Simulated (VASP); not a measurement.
An input for Quantum ESPRESSO's pw.x (written as the equivalent of a VASP run, and not itself run):

```
&CONTROL
  calculation = 'vc-relax'
  pseudo_dir = './pseudo'
  outdir = './out'
  tprnfor = .true.
  tstress = .true.
  nstep = 40
  forc_conv_thr = 0.00078
/
&SYSTEM
  ibrav = 0
  nat = 3
  ntyp = 2
  ecutwfc = 84
  occupations = 'smearing'
  smearing = 'methfessel-paxton'
  degauss = 0.00735
  input_dft = 'pbesol'
/
&ELECTRONS
  conv_thr = 7.3e-08
  electron_maxstep = 100
/
&IONS
/
&CELL
  press = 450
/
ATOMIC_SPECIES
  Al 26.982 Al.upf
  Pt 195.084 Pt.upf
CELL_PARAMETERS angstrom
     0.0000000    2.8007376    2.8007376
     2.8007376    0.0000000    2.8007376
     2.8007376    2.8007376    0.0000000
ATOMIC_POSITIONS crystal
  Al   0.2500000  0.2500000  0.2500000
  Al   0.7500000  0.7500000  0.7500000
  Pt   0.0000000  0.0000000  0.0000000
K_POINTS automatic
  9 9 9 0 0 0
```

Translate this input to VASP (INCAR, KPOINTS, POSCAR, choice of POTCAR).

Several could match; the one computed here: 
### POSCAR
```
PtAl2
1
    0.0000000000     2.8007376078     2.8007376078
    2.8007376078     0.0000000000     2.8007376078
    2.8007376078     2.8007376078     0.0000000000
Al Pt
2 1
Direct
  0.2500000000   0.2500000000   0.2500000000
  0.7500000000   0.7500000000   0.7500000000
  0.0000000000   0.0000000000   0.0000000000
```

### INCAR
```
# general
SYSTEM =PtAl2
PREC   =Accurate
ENCUT  =500   # plane-wave cut-off (eV)
LREAL  =.FALSE.
LASPH  =.TRUE.

# electronic loop
EDIFF  =1E-6
NELM   =100   # most electronic steps
ALGO   =Normal   # blocked Davidson
LMAXMIX=6   # l cut-off of mixed one-centre charges

# smearing
ISMEAR =1   # Methfessel-Paxton
SIGMA  =0.1   # width (eV)

# functional
GGA    =PS   # PBEsol

# ions
IBRION =2   # conjugate gradients
NSW    =40   # most ionic steps
ISIF   =3
EDIFFG =-0.02   # ionic stop
PSTRESS=450

# output
LWAVE  =.FALSE.
LCHARG =.FALSE.
```

**KPOINTS**
```
K-points
0
Gamma
9 9 9
0 0 0
```

POTCAR, in this order: Al Pt (PBE.64 set). Program: vasp_std.

The two are equivalent in intent, not identical: the potentials are each code's own (VASP's PAW set, PseudoDojo norm-conserving files in pw.x), so ENCUT and ecutwfc are chosen apart and not converted; conv_thr bounds pw.x's estimated SCF error, while EDIFF bounds the energy change between steps; forc_conv_thr acts on force components and is met together with etot_conv_thr.

The compound is PtAl2 in the fluorite structure. This run relaxes it under an external pressure of 45 GPa. Symmetry was kept, so distortions that lower it aren't found.
